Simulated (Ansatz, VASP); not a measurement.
AlFe3B: VASP beside Ansatz

The input INCAR:

```
SYSTEM = AlFe3B
  ALGO = Normal
  EDIFF = 1E-7
  ENCUT = 520
  GGA = PE
  ISIF = 2
  ISMEAR = -1
  ISPIN = 2
  LASPH = .TRUE.
  LCHARG = .FALSE.
  LMAXMIX = 4
  LORBIT = 11
  LREAL = .FALSE.
  LWAVE = .FALSE.
  MAGMOM = 3 3 3 0 0
  NBANDS = 27
  NELM = 120
  PREC = Accurate
  SIGMA = 0.05
```

KPOINTS

```
k-points
0
G
  7 7 7
  0 0 0
```

POSCAR

```
AlFe3B
1.0
    3.8972885226      0.0000000000      0.0000000000
    0.0000000000      3.8972885226      0.0000000000
    0.0000000000      0.0000000000      3.8972885226
Fe Al B
3 1 1
Direct
    0.0000000000      0.0000000000      0.5000000000
    0.0000000000      0.5000000000      0.0000000000
    0.5000000000      0.0000000000      0.0000000000
    0.5000000000      0.5000000000      0.5000000000
    0.0000000000      0.0000000000      0.0000000000
```

File input.yaml:

```yaml
crystal:
  lattice:
    - [3.8972885226, 0.0, 0.0]
    - [0.0, 3.8972885226, 0.0]
    - [0.0, 0.0, 3.8972885226]
  atoms:
    - { symbol: Fe, position: [0.0, 0.0, 0.5], spin: 3.0 }
    - { symbol: Fe, position: [0.0, 0.5, 0.0], spin: 3.0 }
    - { symbol: Fe, position: [0.5, 0.0, 0.0], spin: 3.0 }
    - { symbol: Al, position: [0.5, 0.5, 0.5] }
    - { symbol: B, position: [0.0, 0.0, 0.0] }
hamiltonian:
  xc: pbe
  pseudopotentials: { kind: paw }
magnetization:
  spin_polarized: true
kpoints:
  mp_grid: { grid: [7, 7, 7] }
scf:
  occupations: { method: fermi_dirac, width: 0.05 }
output:
  forces: true
  stress: true
  eigenvalues: true
```

Change from the starting cell: volume scaled by 1.06.

Alike in both runs: task single point; functional PBE; k mesh 7 × 7 × 7; occupations fermi-dirac, width 0.05 eV; collinear spin, ferromagnetic start.

```csv
,VASP,Ansatz
version,VASP 6.6.1,Ansatz 0.2.0
potentials or method,"VASP PAW PBE potentials, release 64 (Fe, Al, B)",Ansatz PAW
plane-wave cutoff (eV),520,420
valence electrons in the cell,30,54
```

Ansatz gave:

* gap on the k mesh at the Fermi level (eV): none
* pressure (GPa): -10.7
* net moment per atom (μB): 0.85
* size of the moment on the site where the two differ most (μB): 1.45

Problem. What did VASP give for the same quantities?

Solution. gap on the k mesh at the Fermi level (eV): none; pressure (GPa): -10.3; net moment per atom (μB): 0.85; size of the moment on the site where the two differ most (μB): 1.54.

Site moments also hang on the region over which each program counts them. A gap of «none» marks a metal or a gap that the smearing closes. The two sets of potentials don't hold the same shells in valence.
